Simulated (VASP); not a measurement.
# CdCuCl3: structure and properties in VASP, part 3 of 5

Wanted: the relaxed cell of CdCuCl3 and its properties. The cell is invented: it takes the structure of COD entry 1010123, CsCdCl3 (space group 221 there), with some of its atoms replaced by other elements, volume scaled by an estimate. It may not be a known or stable phase.

VASP 6.6.1, plane waves and PAW; the level of theory is named at each step.

So far, gap on the k-mesh (eV): step 2 (rough relaxation of the start cell) 1.12; step 3 (full relaxation (r2SCAN)) 1.14. The relaxed cell has a = 5.093 Å (conventional setting).

## Step 5: Bands along the symmetry lines (r2SCAN)

Level of this step: r2SCAN; plane waves and PAW (Cd, Cu, Cl); invented cell (VASP).

Levels along the symmetry lines show where the bands peak and cross; KPOINTS_OPT computes them in the converged potential.

The input, INCAR:

```
SYSTEM = CdCuCl3
PREC = Accurate
ENCUT = 400
EDIFF = 1E-06
NELM = 100
ISMEAR = 0
SIGMA = 0.05
LREAL = .FALSE.
ALGO = Normal
METAGGA = R2SCAN
LASPH = .TRUE.
NBANDS = 37
LORBIT = 11
LWAVE = .FALSE.
LCHARG = .FALSE.
KPAR = 2
```

The input, POSCAR:

```
CdCuCl3
1.0
    5.0933261940      0.0000000000      0.0000000000
    0.0000000000      5.0933261940      0.0000000000
    0.0000000000      0.0000000000      5.0933261940
Cd Cu Cl
1 1 3
Direct
    0.5000000000      0.5000000000      0.5000000000
    0.0000000000      0.0000000000      0.0000000000
    0.0000000000      0.5000000000      0.5000000000
    0.5000000000      0.0000000000      0.5000000000
    0.5000000000      0.5000000000      0.0000000000
```

The input, KPOINTS:

```
Automatic mesh
0
Gamma
5 5 5
0 0 0
```

The input, KPOINTS_OPT:

```
Line mode
16
Line-mode
Reciprocal
  0.00000000   0.00000000   0.00000000 GAMMA
  0.00000000   0.50000000   0.00000000 X

  0.00000000   0.50000000   0.00000000 X
  0.50000000   0.50000000   0.00000000 M

  0.50000000   0.50000000   0.00000000 M
  0.00000000   0.00000000   0.00000000 GAMMA

  0.00000000   0.00000000   0.00000000 GAMMA
  0.50000000   0.50000000   0.50000000 R

  0.50000000   0.50000000   0.50000000 R
  0.00000000   0.50000000   0.00000000 X

  0.50000000   0.50000000   0.00000000 M
  0.50000000   0.50000000   0.50000000 R
```

The projector-augmented-wave data sets are Cd, Cu and Cl (PBE family, release 64).

Launch:

```sh
$ mpirun -np 2 vasp_std
```

Log:

```text
[... set-up lines as in an earlier step ...]
 entering main loop
       N       E                     dE             d eps       ncg     rms          rms(c)
DAV:   1     0.299069373962E+03    0.29907E+03   -0.16607E+04   740   0.967E+02
DAV:   2    -0.236523671558E+02   -0.32272E+03   -0.29680E+03   780   0.269E+02
DAV:   3    -0.614235373385E+02   -0.37771E+02   -0.36662E+02   931   0.995E+01
DAV:   4    -0.628138172937E+02   -0.13903E+01   -0.13852E+01   886   0.199E+01
DAV:   5    -0.628675647469E+02   -0.53747E-01   -0.53725E-01  1060   0.386E+00    0.102E+01
DAV:   6    -0.516285684944E+02    0.11239E+02   -0.78806E+00   900   0.299E+01    0.114E+01
DAV:   7    -0.512886455827E+02    0.33992E+00   -0.12867E+00   977   0.113E+01    0.754E+00
DAV:   8    -0.512891355124E+02   -0.48993E-03   -0.30882E-01   897   0.438E+00    0.161E+00
DAV:   9    -0.512958641534E+02   -0.67286E-02   -0.13637E-02   959   0.874E-01    0.343E-01
DAV:  10    -0.512968751581E+02   -0.10110E-02   -0.51112E-03   987   0.411E-01    0.151E-01
DAV:  11    -0.512969947634E+02   -0.11961E-03   -0.35052E-04  1076   0.161E-01    0.654E-02
DAV:  12    -0.512971408351E+02   -0.14607E-03   -0.17171E-04   907   0.917E-02    0.167E-02
DAV:  13    -0.512971384626E+02    0.23725E-05   -0.70844E-06   951   0.139E-02    0.369E-03
DAV:  14    -0.512971380899E+02    0.37270E-06   -0.51771E-07   520   0.512E-03
   1 F= -.51297138E+02 E0= -.51297138E+02  d E =-.809055E-11
 Start KPOINTS_OPT (optional k-point list driver)
k-point batch [1-10\96]
       N       E                     dE             ncg
DAV:   1     0.168192397932E+04    0.31600E+01      740
DAV:   2    -0.158430704510E+04   -0.32662E+04      807
DAV:   3    -0.196587862114E+04   -0.38157E+03      910
DAV:   4    -0.198069695237E+04   -0.14818E+02      884
DAV:   5    -0.198117222914E+04   -0.47528E+00     1003
DAV:   6    -0.198119185426E+04   -0.19625E-01     1036
DAV:   7    -0.198119194115E+04   -0.86891E-04      998
DAV:   8    -0.198119194283E+04   -0.16762E-05      745
DAV:   9    -0.198119194294E+04   -0.10869E-06      560
[...]
k-point batch [91-96\96]
       N       E                     dE             ncg
DAV:   1     0.535262317004E+04   -0.60429E+04      444
DAV:   2     0.339543015885E+04   -0.19572E+04      472
DAV:   3     0.316109706666E+04   -0.23433E+03      595
DAV:   4     0.315335488589E+04   -0.77422E+01      528
DAV:   5     0.315309900338E+04   -0.25588E+00      530
DAV:   6     0.315308400146E+04   -0.15002E-01      659
DAV:   7     0.315308371160E+04   -0.28985E-03      575
DAV:   8     0.315308370987E+04   -0.17364E-05      507
DAV:   9     0.315308370977E+04   -0.10246E-06      380
```

Run time: 5.4 min. Hardware: 2 MPI ranks of AMD EPYC 7R43, shared host; peak memory 0.39 GiB; 11 min of CPU time.

OUTCAR, selected parts (step 5):

```text
   k-points           NKPTS =     10   k-points in BZ     NKDIM =     10   number of bands    NBANDS=     37

   NELECT =      44.0000    total number of electrons

 E-fermi :   0.1416

 k-point     1 :       0.0000    0.0000    0.0000
  band No.  band energies     occupation
    ...
     18      -0.2143      2.00000
     19      -0.2143      2.00000
     20      -0.1952      2.00000
     21      -0.1952      2.00000
     22      -0.1952      2.00000
     23       1.0494      0.00000
     24       2.3415      0.00000
     25       8.2179      0.00000
     26       8.2179      0.00000
     27       8.2179      0.00000
    ...

  Total       -0.0060237     -0.0060237     -0.0060237      0.0000000     -0.0000000      0.0000000
  in kB       -0.0730411     -0.0730411     -0.0730411      0.0000000     -0.0000000      0.0000000
  external PRESSURE =      -0.0730411 kB  Pullay stress =       0.0000000 kB

  FREE ENERGIE OF THE ION-ELECTRON SYSTEM (eV)
  ---------------------------------------------------
  free  energy   TOTEN  =       -51.2971380899 eV

  energy  without entropy=      -51.2971380899  energy(sigma->0) =      -51.29713809

[... 9 parts as in an earlier step ...]

[... 8 further parts left out ...]
```

Spin-orbit coupling is off here; it would split degenerate levels.

This step gave:

| Property | Result |
| --- | --- |
| bands | 37 |
| Fermi energy | 0.1416 eV |
| pressure | -0.007304 GPa |
| least gap on mesh and path | 1.128 eV |
| least direct gap on mesh and path | 1.244 eV |
| valence top at k | 0.4667, 0.5, 0 |

Electronic bands along the path, in eV, zero at the valence-band top; v1 is the highest filled band, c1 the lowest empty one:

| point | v4 | v3 | v2 | v1 | c1 | c2 | c3 | c4 |
| --- | --- | --- | --- | --- | --- | --- | --- | --- |
| Γ | -0.14 | -0.12 | -0.12 | -0.12 | 1.13 | 2.42 | 8.30 | 8.30 |
| 0.47 of the way | -0.12 | -0.08 | -0.07 | -0.07 | 1.66 | 3.42 | 6.62 | 7.71 |
| X | -0.10 | -0.02 | 0.00 | 0.00 | 2.40 | 5.15 | 5.39 | 7.29 |
| 0.47 of the way | -0.06 | -0.06 | -0.04 | 0.00 | 2.42 | 5.63 | 5.88 | 6.89 |
| M | -0.08 | -0.03 | 0.00 | 0.00 | 2.43 | 6.53 | 6.53 | 6.53 |
| 0.53 of the way | -0.09 | -0.07 | -0.06 | -0.04 | 1.99 | 4.12 | 6.47 | 7.03 |
| Γ | -0.14 | -0.12 | -0.12 | -0.12 | 1.13 | 2.42 | 8.30 | 8.30 |
| 0.53 of the way | -0.11 | -0.09 | -0.01 | -0.01 | 2.16 | 5.06 | 6.02 | 7.26 |
| R | -0.12 | -0.12 | -0.09 | -0.09 | 1.49 | 6.97 | 6.97 | 6.97 |
| 0.47 of the way | -0.08 | -0.06 | -0.04 | -0.02 | 2.12 | 6.09 | 6.52 | 6.58 |
| X | -0.10 | -0.02 | 0.00 | 0.00 | 2.40 | 5.15 | 5.39 | 7.29 |
| jump to M | -0.08 | -0.03 | 0.00 | 0.00 | 2.43 | 6.53 | 6.53 | 6.53 |
| 0.53 of the way | -0.09 | -0.06 | -0.05 | -0.05 | 1.87 | 6.88 | 6.88 | 7.12 |
| R | -0.12 | -0.12 | -0.09 | -0.09 | 1.49 | 6.97 | 6.97 | 6.97 |

Of the projections kept (Cd, Cu, Cl), the largest for each band there, as a share of the weight inside these atoms' spheres; weight between the spheres isn't counted:

| point | v4 | v3 | v2 | v1 | c1 | c2 | c3 | c4 |
| --- | --- | --- | --- | --- | --- | --- | --- | --- |
| Γ | Cu 1.00 | Cu 1.00 | Cu 1.00 | Cu 1.00 | Cu 0.91 | Cd 0.85 | Cu 0.74 | Cu 0.74 |
| X | Cu 1.00 | Cu 0.95 | Cu 0.95 | Cu 0.95 | Cu 0.71 | Cd 0.58 | Cu 0.74 | Cu 0.78 |
| M | Cu 0.99 | Cu 0.94 | Cu 0.95 | Cu 0.95 | Cu 0.77 | Cu 1.00 | Cu 0.50 | Cu 0.50 |
| Γ | Cu 1.00 | Cu 1.00 | Cu 1.00 | Cu 1.00 | Cu 0.91 | Cd 0.85 | Cu 0.74 | Cu 0.74 |
| R | Cu 1.00 | Cu 1.00 | Cu 1.00 | Cu 1.00 | Cu 1.00 | Cd 0.72 | Cd 0.72 | Cd 0.72 |
| X | Cu 1.00 | Cu 0.95 | Cu 0.95 | Cu 0.95 | Cu 0.71 | Cd 0.58 | Cu 0.74 | Cu 0.78 |

The path finds the gap of the mesh within 0.02 eV, so the mesh comes close to both band edges.

## Step 6: Density of states (r2SCAN)

A density of states needs more k-points than a total energy, and tetrahedra (ISMEAR = -5) or a smearing that fits the mesh; LORBIT projects the states on the PAW spheres. The mesh is finer than in the run before.

Edit INCAR of step 5 so:

```diff
@@ -5,3 +5,3 @@
 NELM = 100
-ISMEAR = 0
+ISMEAR = -5
 SIGMA = 0.05
@@ -16 +16,2 @@
 KPAR = 2
+NEDOS = 2001
```

POSCAR is that of step 5.

The input, KPOINTS:

```
Automatic mesh
0
Gamma
8 8 8
0 0 0
```

Launch:

```sh
$ mpirun -np 2 vasp_std
```

Log:

```text
[... set-up lines as in an earlier step ...]
 entering main loop
       N       E                     dE             d eps       ncg     rms          rms(c)
DAV:   1     0.306528017344E+03    0.30653E+03   -0.16624E+04  2590   0.974E+02
DAV:   2    -0.229453048718E+02   -0.32947E+03   -0.30279E+03  2723   0.270E+02
DAV:   3    -0.614059687982E+02   -0.38461E+02   -0.37425E+02  3340   0.997E+01
DAV:   4    -0.628141495122E+02   -0.14082E+01   -0.14030E+01  3159   0.201E+01
DAV:   5    -0.628660046148E+02   -0.51855E-01   -0.51816E-01  3607   0.376E+00    0.102E+01
DAV:   6    -0.516293733238E+02    0.11237E+02   -0.82469E+00  3178   0.301E+01    0.114E+01
DAV:   7    -0.512883258452E+02    0.34105E+00   -0.12941E+00  3464   0.114E+01    0.754E+00
DAV:   8    -0.512893428606E+02   -0.10170E-02   -0.31527E-01  3086   0.442E+00    0.160E+00
DAV:   9    -0.512960132155E+02   -0.66704E-02   -0.13483E-02  3408   0.892E-01    0.344E-01
DAV:  10    -0.512970292764E+02   -0.10161E-02   -0.55508E-03  3411   0.420E-01    0.158E-01
DAV:  11    -0.512971047963E+02   -0.75520E-04   -0.35401E-04  3787   0.155E-01    0.751E-02
DAV:  12    -0.512972660444E+02   -0.16125E-03   -0.17775E-04  3108   0.914E-02    0.210E-02
DAV:  13    -0.512972629436E+02    0.31008E-05   -0.73227E-06  3430   0.147E-02    0.438E-03
DAV:  14    -0.512972624110E+02    0.53262E-06   -0.32713E-07  1869   0.530E-03
   1 F= -.51297262E+02 E0= -.51297262E+02  d E =0.000000E+00
```

Elapsed: 3.4 min, on 2 MPI ranks; peak memory 0.49 GiB.

Parts of OUTCAR (step 6):

```text
   k-points           NKPTS =     35   k-points in BZ     NKDIM =     35   number of bands    NBANDS=     37

   NELECT =      44.0000    total number of electrons

 E-fermi :  -0.0745

 k-point     1 :       0.0000    0.0000    0.0000
  band No.  band energies     occupation
    ...
     18      -0.2142      2.00000
     19      -0.2142      2.00000
     20      -0.1951      2.00000
     21      -0.1951      2.00000
     22      -0.1951      2.00000
     23       1.0494      0.00000
     24       2.3415      0.00000
     25       8.2180      0.00000
     26       8.2180      0.00000
     27       8.2180      0.00000
    ...

  Total       -0.0150172     -0.0150172     -0.0150172     -0.0000000     -0.0000000      0.0000000
  in kB       -0.1820936     -0.1820936     -0.1820936     -0.0000000     -0.0000000      0.0000000
  external PRESSURE =      -0.1820936 kB  Pullay stress =       0.0000000 kB

  FREE ENERGIE OF THE ION-ELECTRON SYSTEM (eV)
  ---------------------------------------------------
  free  energy   TOTEN  =       -51.2972624110 eV

  energy  without entropy=      -51.2972624110  energy(sigma->0) =      -51.29726241

[... 8 parts as in an earlier step ...]

[... 9 further parts left out ...]
```

Numbers from this step:

| Quantity | Value |
| --- | --- |
| irreducible k-points | 35 |
| free energy (TOTEN) | -51.2973 eV |
| Fermi energy | -0.0745 eV |
| pressure | -0.01821 GPa |
| valence top at k | 0.5, 0.5, 0 |
| gap on the k-mesh | 1.128 eV |

The density of states has structure finer than the step of the table below, so its rows give means over 1 eV, whole bins alone (the curve runs from -12.0 to 9.05 eV). Peaks (eV: height): total -7.0: 55.7, -1.3: 13.0, -0.1: 63.7; Cl p -2.5: 4.66, -2.2: 4.01, -1.5: 7.38, -1.3: 8.21; Cu d -0.1: 60.0; Cu s 2.3: 2.01; Cd d -7.0: 51.5.

States under -12.0 eV and over 9.0 eV are left out. Table of density of states by energy, zero at the valence-band top; means over each step; values in states/eV/cell:

| energy (eV) | total | Cl p | Cu d | Cu s | Cd d | Cu p |
| --- | --- | --- | --- | --- | --- | --- |
| -9 | 0 | 0 | 0 | 0 | 0 | 0 |
| -8 | 1.37 | 0.116 | 0 | 0 | 1.12 | 0 |
| -7 | 8.64 | 0.205 | 1.4e-4 | 2.5e-4 | 7.79 | 1.2e-4 |
| -6 | 0.0279 | 0.0113 | 0 | 0 | 7.0e-5 | 0 |
| -5 | 0.617 | 0.258 | 1.1e-4 | 3.8e-5 | 0.0156 | 0 |
| -4 | 1.40 | 0.627 | 0.00116 | 7.5e-4 | 0.0694 | 2.1e-4 |
| -3 | 2.81 | 1.42 | 0.00713 | 0.0275 | 0.122 | 0.00231 |
| -2 | 5.83 | 3.20 | 0.0702 | 0.0261 | 0.211 | 0.0114 |
| -1 | 7.05 | 4.47 | 0.164 | 3.3e-4 | 0.227 | 0.00363 |
| 0 | 10.3 | 0.405 | 9.28 | 0.00171 | 0.0486 | 3.7e-4 |
| 1 | 0.0441 | 0.00218 | 0 | 0.0154 | 0 | 6.3e-5 |
| 2 | 1.96 | 0.209 | 0.00348 | 0.749 | 0.00141 | 0.00194 |
| 3 | 0.114 | 0.00884 | 0 | 0.00141 | 2.0e-4 | 0 |
| 4 | 0.309 | 0.0406 | 0 | 0 | 0.00205 | 1.8e-5 |
| 5 | 0.702 | 0.124 | 0 | 2.5e-5 | 0.00993 | 0.00263 |
| 6 | 2.26 | 0.183 | 0.00222 | 0.0105 | 0.00951 | 0.245 |
| 7 | 4.25 | 0.347 | 0.00913 | 0.00755 | 0.00810 | 0.711 |
| 8 | 1.21 | 0.0777 | 0.00356 | 5.7e-4 | 0.00545 | 0.111 |

The gap on this mesh is 1.13 eV. In the top eV of the valence band the largest shares in the PAW spheres are Cu d 74 % and Cl p 15 %. The rest lies in smaller channels or between the spheres.

(Part 3 of 5 ends here.)

[Lines on the potential files, build, host, timing and source positions are cut from VASP's logs without a mark.]

[Logs are printed without paths, hosts, clocks, repeated set-up lines and the standing remarks that a program may print on its own settings, such as how far it seeks lower states.]

[Hosts, paths, dates, database ids (printed as entryN), source tags and the programs' standing remarks are cut or masked in the printed files.]

[A measured line is paired with the nearest computed mode of its activity, which favours agreement.]

[In band tables of VASP the shares of atoms and orbitals are scaled to a sum of 1 inside the atoms' spheres.]
